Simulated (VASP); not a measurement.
Level of theory: PBEsol GGA, VASP's PBE PAW potentials (set 64) (plane waves; VASP).

Input for VASP

INCAR:
```
! general
SYSTEM   =  InSb
PREC     =  Accurate
ENCUT    =  300
LREAL    =  .False.
LASPH    =  .True.

! electronic loop
EDIFF    =  1E-6   ! SCF stop (eV)
NELM     =  100   ! most electronic steps
ALGO     =  Normal   ! blocked Davidson
LMAXMIX  =  4   ! l cut-off of mixed one-centre charges

! smearing
ISMEAR   =  -1
SIGMA    =  0.02   ! width (eV)

! functional
GGA      =  PS

! ions
ISIF     =  2

! output
LWAVE    =  .False.
LCHARG   =  .False.
```

File KPOINTS:
```
Automatic mesh
0
Gamma
5 5 5
0 0 0
```

POSCAR:
```
InSb
1
    0.0000000000     3.2400000000     3.2400000000
    3.2400000000     0.0000000000     3.2400000000
    3.2400000000     3.2400000000     0.0000000000
In Sb
1 1
Direct
  0.0000000000   0.0000000000   0.0000000000
  0.2500000000   0.2500000000   0.2500000000
```

POTCAR, in this order: In_d Sb (PBE.64 set). Program: vasp_std.

Unless said otherwise, spin-orbit coupling is left out, though it shifts the bands of the heavy elements here.

What does the run give for the energy per atom (σ→0), band gap (on the k-mesh)?

```json
{
  "energy per atom (σ→0)": "-3.819 eV/atom",
  "band gap (on the k-mesh)": "none (metal, semimetal or under 0.01 eV)"
}
```

OSZICAR:
```
...
DAV:   6    -0.766437250491E+01    0.12555E+00   -0.20399E-01   355   0.803E+00    0.234E+00
DAV:   7    -0.763925989057E+01    0.25113E-01   -0.80936E-02   346   0.320E+00    0.634E-01
DAV:   8    -0.763855068314E+01    0.70921E-03   -0.82512E-03   337   0.123E+00    0.279E-01
DAV:   9    -0.763895263544E+01   -0.40195E-03   -0.74841E-04   305   0.279E-01    0.741E-02
DAV:  10    -0.763897234832E+01   -0.19713E-04   -0.35708E-05   329   0.446E-02    0.386E-02
DAV:  11    -0.763899621711E+01   -0.23869E-04   -0.39219E-05   290   0.537E-02    0.225E-02
DAV:  12    -0.763899661653E+01   -0.39942E-06   -0.88003E-07   224   0.767E-03
   1 F= -.76389966E+01 E0= -.76386911E+01  d E =-.611057E-03
```

The structure is a typed InSb crystal (F-43m). The cell was not relaxed at this level. The k-mesh is coarse (spacing up to 0.34 per Å, 2π included), so the numbers may not be converged in it.
